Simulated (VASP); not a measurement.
# TaTl (Pm-3m) in VASP: reference runs

Aim: a first look at TaTl with PBE, on the cell as given.

Everything below comes from runs of VASP 6.6.1. Logs are shortened: lines on timing, memory, paths and dates and some standing lists are left out, and cuts for length are marked.

### Step 1. The structure

It takes space group Pm-3m (No. 221, cubic). The conventional cell has a = 3.622 Å, b = 3.622 Å, c = 3.622 Å, α = 90.00°, β = 90.00°, γ = 90.00°. Ta (site symmetry m-3m) has 8 Tl at 3.14 Å as nearest neighbours. Tl (site symmetry m-3m) has 8 Ta at 3.14 Å as nearest neighbours.

The cell was built by a generator and needn't be a form met in nature.

### Step 2. Single point, PBE

The input, INCAR:

```
SYSTEM = TaTl
  PREC = Accurate
  ENCUT = 520
  EDIFF = 1E-7
  ISMEAR = -1
  SIGMA = 0.05
  LREAL = .FALSE.
  LASPH = .TRUE.
  NELM = 80
  ALGO = Normal
  ISIF = 2
  LWAVE = .FALSE.
  LCHARG = .TRUE.
  GGA = PE
  LELF = .TRUE.
  LVHAR = .TRUE.
  NBANDS = 19
```

The input, KPOINTS:

```
Automatic mesh
0
G
  7 7 7
  0 0 0
```

The input, POSCAR:

```
TaTl
1.0
    3.6221205400      0.0000000000      0.0000000000
    0.0000000000      3.6221205400      0.0000000000
    0.0000000000      0.0000000000      3.6221205400
Ta Tl
1 1
Direct
    0.0000000000      0.0000000000      0.0000000000
    0.5000000000      0.5000000000      0.5000000000
```

Potentials or basis: VASP PAW PBE potentials, release 64 (Ta_pv, Tl_d).

Launch:

```sh
> cat potpaw_PBE.64/Ta_pv/POTCAR potpaw_PBE.64/Tl_d/POTCAR > POTCAR
> mpirun -np 1 vasp_std > vasp.out
```

OUTCAR:

```text
SYSTEM = TaTl
   PREC = Accurate
   ENCUT = 520
   EDIFF = 1E-7
   ISMEAR = -1
   LREAL = .FALSE.
   LASPH = .TRUE.
   NELM = 80
   ISIF = 2
   GGA = PE

 ion  position               nearest neighbor table
   1  0.000  0.000  0.000-   2 3.14   2 3.14   2 3.14   2 3.14   2 3.14   2 3.14   2 3.14   2 3.14

   2  0.500  0.500  0.500-   1 3.14   1 3.14   1 3.14   1 3.14   1 3.14   1 3.14   1 3.14   1 3.14

  LATTYP: Found a simple cubic cell.
 ALAT       =     3.6221205400

  Lattice vectors:

 A1 = (   3.6221205400,   0.0000000000,   0.0000000000)
 A2 = (   0.0000000000,   3.6221205400,   0.0000000000)
 A3 = (   0.0000000000,   0.0000000000,   3.6221205400)

Analysis of symmetry for initial positions (statically):
=====================================================================
 Subroutine PRICEL returns:
 Original cell was already a primitive cell.

 Routine SETGRP: Setting up the symmetry group for a
 simple cubic supercell.

 Subroutine GETGRP returns: Found 48 space group operations
 (whereof 48 operations were pure point group operations)
 out of a pool of 48 trial point group operations.

The static configuration has the point symmetry O_h .

Analysis of symmetry for dynamics (positions and initial velocities):
=====================================================================
 Subroutine PRICEL returns:
 Original cell was already a primitive cell.

 Routine SETGRP: Setting up the symmetry group for a
 simple cubic supercell.

 Subroutine GETGRP returns: Found 48 space group operations
 (whereof 48 operations were pure point group operations)
 out of a pool of 48 trial point group operations.

The dynamic configuration has the point symmetry O_h .

 Subroutine INISYM returns: Found 48 space group operations
 (whereof 48 operations are pure point group operations),
 and found     1 'primitive' translations

----------------------------------------------------------------------------------------

                                     Primitive cell

  volume of cell :      47.5213

  direct lattice vectors                    reciprocal lattice vectors
     3.622120540  0.000000000  0.000000000     0.276081370  0.000000000  0.000000000
     0.000000000  3.622120540  0.000000000     0.000000000  0.276081370  0.000000000
     0.000000000  0.000000000  3.622120540     0.000000000  0.000000000  0.276081370

  length of vectors
     3.622120540  3.622120540  3.622120540     0.276081370  0.276081370  0.276081370

  position of ions in fractional coordinates (direct lattice)
     0.000000000  0.000000000  0.000000000
     0.500000000  0.500000000  0.500000000

  ion indices of the primitive-cell ions
   primitive index   ion index
                 1           1
                 2           2

----------------------------------------------------------------------------------------

 KPOINTS: Automatic mesh

Automatic generation of k-mesh.
 Grid dimensions read from file:
 generate k-points for:    7    7    7

 Generating k-lattice:

  Cartesian coordinates                     Fractional coordinates (reciprocal lattice)
     0.039440196  0.000000000  0.000000000     0.142857143  0.000000000  0.000000000
     0.000000000  0.039440196  0.000000000     0.000000000  0.142857143  0.000000000
     0.000000000  0.000000000  0.039440196     0.000000000  0.000000000  0.142857143

  Length of vectors
     0.039440196  0.039440196  0.039440196

  Shift w.r.t. Gamma in fractional coordinates (k-lattice)
     0.000000000  0.000000000  0.000000000

 Subroutine IBZKPT returns following result:
 ===========================================

 Found     20 irreducible k-points:

 Following reciprocal coordinates:
            Coordinates               Weight
  0.000000  0.000000  0.000000      1.000000
  0.142857  0.000000  0.000000      6.000000
  0.285714  0.000000  0.000000      6.000000
  0.428571  0.000000  0.000000      6.000000
  0.142857  0.142857  0.000000     12.000000
  0.285714  0.142857  0.000000     24.000000
[... 12 lines left out ...]
  0.428571  0.428571  0.285714     24.000000
  0.428571  0.428571  0.428571      8.000000
   k-points           NKPTS =     20   k-points in BZ     NKDIM =     20   number of bands    NBANDS=     19
   number of dos      NEDOS =    301   number of ions     NIONS =      2
   total plane-waves  NPLWV =  21952
   dimension x,y,z NGX =    28 NGY =   28 NGZ =   28
   dimension x,y,z NGXF=    56 NGYF=   56 NGZF=   56
   ions per type =               1   1
   NGX,Y,Z   is equivalent  to a cutoff of  12.85, 12.85, 12.85 a.u.
   NGXF,Y,Z  is equivalent  to a cutoff of  25.70, 25.70, 25.70 a.u.
 SYSTEM =  TaTl
   PREC   = accura    normal or accurate (medium, high low for compatibility)
   ISTART =      0    job   : 0-new  1-cont  2-samecut
   ICHARG =      2    charge: 1-file 2-atom 10-const
   ISPIN  =      1    spin polarized calculation?
   LNONCOLLINEAR =      F non collinear calculations
   LSORBIT =      F    spin-orbit coupling
   LASPH  =      T    aspherical Exc in radial PAW
   ENCUT  =  520.0 eV  38.22 Ry    6.18 a.u.   6.73  6.73  6.73*2*pi/ulx,y,z
   NELM   =     80;   NELMIN=  2; NELMDL= -5     # of ELM steps
   EDIFF  = 0.1E-06   stopping-criterion for ELM
   LREAL  =      F    real-space projection
   EDIFFG = 0.1E-05   stopping-criterion for IOM
   NSW    =      0    number of steps for IOM
   IBRION =     -1    ionic relax: 0-MD 1-quasi-New 2-CG
   NFREE  =      0    steps in history (QN), initial steepest desc. (CG)
   ISIF   =      2    stress and relaxation
   ISYM   =      2    0-nonsym 1-usesym 2-fastsym
   POTIM  = 0.5000    time-step for ionic-motion
   TEBEG  =    0.0;   TEEND  =   0.0 temperature during run
   PSTRESS=    0.0 pullay stress
   NELECT =      24.0000    total number of electrons
   NUPDOWN=      -1.0000    fix difference up-down
   EMIN   =  10.00;   EMAX   =-10.00  energy-range for DOS
   EFERMI =   0.00;   METHOD = LEGACY
   ISMEAR =    -1;   SIGMA  =   0.05  broadening in eV -4-tet -1-fermi 0-gaus
   EFERMI_NEDOS =   21; number of points for ismear=-14 and -15
   IALGO  =     38    algorithm
   IMIX   =      4    mixing-type and parameters
     AMIX     =   0.40;   BMIX     =  1.00
     AMIX_MAG =   1.60;   BMIX_MAG =  1.00
  volume/ion in A,a.u.               =      23.76       160.34
  Fermi-wavevector in a.u.,A,eV,Ry     =   1.303714  2.463662 23.125419  1.699670
  Thomas-Fermi vector in A             =   2.434698
   LORBIT       =      0    0 simple, 1 ext, 2 COOP (PROOUT), +10 PAW based schemes
   GGA     = PE    functional components
   LHFCALC =     F    Hartree Fock is set to
   AEXX    =    0.0000 exact exchange contribution
   IVDW    =     0    specifies the selected vdW correction
   LEPSILON=     F    determine dielectric tensor
   LRPA    =     F    only Hartree local field effects (RPA)
 non-spin polarized calculation
  energy-cutoff  :      520.00
  volume of cell :       47.52
 maximum number of plane-waves:      1309
 NGX is ok and might be reduce to    28
   NGX = 13   NGY = 13   NGZ = 13

 number of electron      23.9999997 magnetization

 Free energy of the ion-electron system (eV)
  ---------------------------------------------------
  ext. energy  EPLUGINS =         0.00000000
  ---------------------------------------------------
  free energy    TOTEN  =       -11.95139781 eV

  energy without entropy =      -11.92882208  energy(sigma->0) =      -11.94010994

 E-fermi :   6.2620     XC(G=0): -11.2367

 val. band max:        6.2380707278   @ k =   0.2857   0.1429   0.1429
 cond. band min:       6.2808844576   @ k =   0.4286   0.4286   0.2857
 fundamental gap:      0.0428137299
 Fermi energy:         6.2620047858

 k-point     1 :       0.0000    0.0000    0.0000
  band No.  band energies     occupation
      1     -28.8253      2.00000
      2     -28.8253      2.00000
      3     -28.8253      2.00000
      4      -5.3022      2.00000
      5      -5.3022      2.00000
      6      -4.9560      2.00000
[... 11 lines left out ...]
     18      10.9947      0.00000
     19      18.0934      0.00000

 k-point     2 :       0.1429    0.0000    0.0000
  band No.  band energies     occupation
      1     -28.8387      2.00000
      2     -28.8243      2.00000
      3     -28.8243      2.00000
      4      -5.2897      2.00000
      5      -5.2383      2.00000
      6      -4.9742      2.00000
[... 11 lines left out ...]
     18      12.7400      0.00000
     19      17.0457      0.00000

 k-point     3 :       0.2857    0.0000    0.0000
  band No.  band energies     occupation
      1     -28.8686      2.00000
      2     -28.8222      2.00000
      3     -28.8222      2.00000
      4      -5.2616      2.00000
      5      -5.1012      2.00000
      6      -5.0145      2.00000
[... 11 lines left out ...]
     18      13.8809      0.00000
     19      15.8988      0.00000

 k-point     4 :       0.4286    0.0000    0.0000
  band No.  band energies     occupation
      1     -28.8925      2.00000
      2     -28.8205      2.00000
      3     -28.8205      2.00000
      4      -5.2387      2.00000
      5      -5.0464      2.00000
      6      -5.0464      2.00000
[... 11 lines left out ...]
     18      14.6494      0.00000
     19      15.2705      0.00000

 k-point     5 :       0.1429    0.1429    0.0000
  band No.  band energies     occupation
      1     -28.8382      2.00000
      2     -28.8370      2.00000
      3     -28.8233      2.00000
      4      -5.2550      2.00000
      5      -5.1969      2.00000
      6      -5.0031      2.00000
[... 11 lines left out ...]
     18      14.3578      0.00000
     19      17.0909      0.00000

 k-point     6 :       0.2857    0.1429    0.0000
  band No.  band energies     occupation
      1     -28.8673      2.00000
      2     -28.8351      2.00000
      3     -28.8211      2.00000
      4      -5.2227      2.00000
      5      -5.0660      2.00000
      6      -5.0610      2.00000
[... 11 lines left out ...]
     18      15.1732      0.00000
     19      16.0627      0.00000

 k-point     7 :       0.4286    0.1429    0.0000
  band No.  band energies     occupation
      1     -28.8909      2.00000
      2     -28.8332      2.00000
      3     -28.8193      2.00000
      4      -5.2021      2.00000
      5      -5.1064      2.00000
      6      -5.0558      2.00000
[... 11 lines left out ...]
     18      14.6179      0.00000
     19      15.0226      0.00000

 k-point     8 :       0.2857    0.2857    0.0000
  band No.  band energies     occupation
      1     -28.8651      2.00000
      2     -28.8632      2.00000
      3     -28.8187      2.00000
      4      -5.1762      2.00000
      5      -5.1600      2.00000
      6      -5.0451      2.00000
[... 168 lines left out ...]
 k-point    16 :       0.4286    0.4286    0.1429
  band No.  band energies     occupation
      1     -28.8834      2.00000
      2     -28.8831      2.00000
      3     -28.8274      2.00000
      4      -5.3003      2.00000
      5      -5.1158      2.00000
      6      -5.1110      2.00000
[... 11 lines left out ...]
     18      13.4316      0.00000
     19      15.4134      0.00000

 k-point    17 :       0.2857    0.2857    0.2857
  band No.  band energies     occupation
      1     -28.8608      2.00000
      2     -28.8599      2.00000
      3     -28.8599      2.00000
      4      -5.1682      2.00000
      5      -5.1124      2.00000
      6      -5.1124      2.00000
[... 11 lines left out ...]
     18      12.5432      0.00000
     19      15.5986      0.00000

 k-point    18 :       0.4286    0.2857    0.2857
  band No.  band energies     occupation
      1     -28.8831      2.00000
      2     -28.8580      2.00000
      3     -28.8580      2.00000
      4      -5.2247      2.00000
      5      -5.1488      2.00000
      6      -5.1171      2.00000
[... 11 lines left out ...]
     18      12.5013      0.00000
     19      14.0341      0.00000

 k-point    19 :       0.4286    0.4286    0.2857
  band No.  band energies     occupation
      1     -28.8808      2.00000
      2     -28.8807      2.00000
      3     -28.8560      2.00000
      4      -5.2511      2.00000
      5      -5.1614      2.00000
      6      -5.1610      2.00000
[... 11 lines left out ...]
     18      13.0212      0.00000
     19      13.8590      0.00000

 k-point    20 :       0.4286    0.4286    0.4286
  band No.  band energies     occupation
      1     -28.8788      2.00000
      2     -28.8788      2.00000
      3     -28.8788      2.00000
      4      -5.2179      2.00000
      5      -5.1966      2.00000
      6      -5.1966      2.00000
[... 11 lines left out ...]
     18      11.2017      0.00000
     19      13.5351      0.00000

------------------------ aborting loop because EDIFF is reached ----------------------------------------

  FORCE on cell =-STRESS in cart. coord.  units (eV):
  Direction    XX          YY          ZZ          XY          YZ          ZX
  --------------------------------------------------------------------------------------
  -------------------------------------------------------------------------------------
  Total       -4.0118144     -4.0118144     -4.0118144     -0.0000000     -0.0000000     -0.0000000
  in kB     -135.2579247   -135.2579247   -135.2579247     -0.0000000     -0.0000000     -0.0000000
  external PRESSURE =    -135.2579247 kB  Pullay stress =       0.0000000 kB

 VOLUME and BASIS-vectors are now :
 -----------------------------------------------------------------------------
  energy-cutoff  :      520.00
  volume of cell :       47.52
      direct lattice vectors                 reciprocal lattice vectors
     3.622120540  0.000000000  0.000000000     0.276081370  0.000000000  0.000000000
     0.000000000  3.622120540  0.000000000     0.000000000  0.276081370  0.000000000
     0.000000000  0.000000000  3.622120540     0.000000000  0.000000000  0.276081370

 POSITION                                       TOTAL-FORCE (eV/Angst)
 -----------------------------------------------------------------------------------
      0.00000      0.00000      0.00000         0.000000      0.000000      0.000000
      1.81106      1.81106      1.81106         0.000000      0.000000      0.000000
 -----------------------------------------------------------------------------------
    total drift:                                0.000000      0.000000      0.000000

  FREE ENERGIE OF THE ION-ELECTRON SYSTEM (eV)
  ---------------------------------------------------
  free  energy   TOTEN  =       -11.9513978081 eV

  energy  without entropy=      -11.9288220806  energy(sigma->0) =      -11.94010994
```

Run time: 7.9 s. Hardware: 1 thread of Intel Xeon 6975P-C (Granite Rapids), shared host; peak memory 0.16 GiB.

Results:

```yaml
Free_energy: -11.9514 eV
Pressure: -13.5 GPa
Band_gap_on_the_k_mesh: none (metal or under the smearing width)
```
